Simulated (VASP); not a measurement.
Computed with PBEsol GGA, VASP's PBE PAW potentials (set 64) (plane waves; VASP).

VASP input:

File POSCAR:
```
AlGa3N4
1
    0.0002561650     4.4689536567     4.4659928873
    4.4689536567     0.0002561650     4.4659928873
    2.2346049108     2.2346049108    -0.0000000000
Ga N Al
3 4 1
Direct
  0.9996863655   0.9996863655   0.0006272690
  0.9995535417   0.5005226458   0.9999238126
  0.5005226458   0.9995535417   0.9999238126
  0.1249079760   0.1249079760   0.2501840481
  0.1322716469   0.6226657634   0.2450625897
  0.6226657634   0.1322716469   0.2450625897
  0.6200124237   0.6200124237   0.2599751526
  0.5003796371   0.5003796371   0.9992407257
```

File KPOINTS:
```
k-points along high-symmetry lines
8
Line-mode
Reciprocal
  0.000000   0.000000   0.000000 ! GAMMA
 -0.500000  -0.500000   0.000000 ! Y

 -0.500000  -0.500000   0.000000 ! Y
 -0.625000  -0.375000   0.000000 ! C_0

 -0.375000   0.375000   0.000000 ! SIGMA_0
  0.000000   0.000000   0.000000 ! GAMMA

  0.000000   0.000000   0.000000 ! GAMMA
  0.500000   0.500000   0.500000 ! Z

  0.500000   0.500000   0.500000 ! Z
  0.125000   0.875000   0.500000 ! A_0

 -0.125000   0.125000   0.500000 ! E_0
  0.000000   0.000000   0.500000 ! T

  0.000000   0.000000   0.500000 ! T
 -0.500000  -0.500000   0.000000 ! Y

  0.000000   0.000000   0.000000 ! GAMMA
 -0.500000   0.000000   0.000000 ! S

 -0.500000   0.000000   0.000000 ! S
  0.000000   0.500000   0.500000 ! R

  0.000000   0.500000   0.500000 ! R
  0.500000   0.500000   0.500000 ! Z

  0.500000   0.500000   0.500000 ! Z
  0.000000   0.000000   0.500000 ! T
```

### INCAR
```
SYSTEM  =  AlGa3N4
PREC  =  Accurate; ENCUT  =  520; LREAL  =  .FALSE.
LASPH  =  .TRUE.; ICHARG  =  11
EDIFF  =  1E-7; NELM  =  100; ALGO  =  Normal
LMAXMIX  =  4
ISMEAR  =  0; SIGMA  =  0.05
GGA  =  PS
LWAVE  =  .FALSE.; LCHARG  =  .FALSE.; LORBIT  =  11
```

POTCAR, in this order: Ga_d N Al (PBE.64 set). Program: vasp_std. Read from the step before: CHGCAR.

Task: What will the output report for the number of irreducible k-points (NKPTS), number of bands (NBANDS), largest plane-wave count, number of space-group operations, FFT grid (NGX, NGY, NGZ)?

Result: 
```
Quantity                                      Result
--------------------------------------  ------------
number of irreducible k-points (NKPTS)            88
number of bands (NBANDS)                          37
largest plane-wave count                        2444
number of space-group operations                   4
FFT grid (NGX, NGY, NGZ)                48 × 48 × 24
```

The structure was generated: AlGa3N4 was put into an ordered model structure (Amm2), which need not be its known phase. It was relaxed first.
